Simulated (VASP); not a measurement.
Here is the system:

```xyz
2
Lattice="0.0000 3.1838 3.2916 3.3232 0.0000 3.2916 3.3232 3.1838 0.0000" Properties=species:S:1:pos:R:3 pbc="T T T"
Hg     0.0000     0.0000     0.0000
Te     1.6931     1.5919     1.6458
```

Level of theory: PBE GGA, VASP's PBE PAW potentials (set 64) (plane waves; VASP 6.6.1). Numerical set-up: 400 eV cut-off, KSPACING 0.25 per Å, Gaussian smearing of 0.050 eV, potentials Hg Te.

Q: Which forces act on the atoms, in eV/Å?

A: 
| atom | Fx | Fy | Fz |
|---|---|---|---|
| Hg1 | 0.115 | 0.000 | 0.000 |
| Te2 | -0.115 | 0.000 | 0.000 |

Q: Give the stress tensor in GPa (positive for a compressed cell).

A: 
```
 1.97   0.00   0.00
 0.00   2.51  -0.40
 0.00  -0.40   2.14
```
The pressure is its mean diagonal, 2.21 GPa.

The compound is HgTe in the zinc blende structure. The cell was not relaxed at this level, atoms are displaced from their ideal sites. The run is one of a series of settings (KGAMMA = .TRUE., KSPACING = 0.25, KPOINTS file removed against the base run), some of them coarse on purpose.
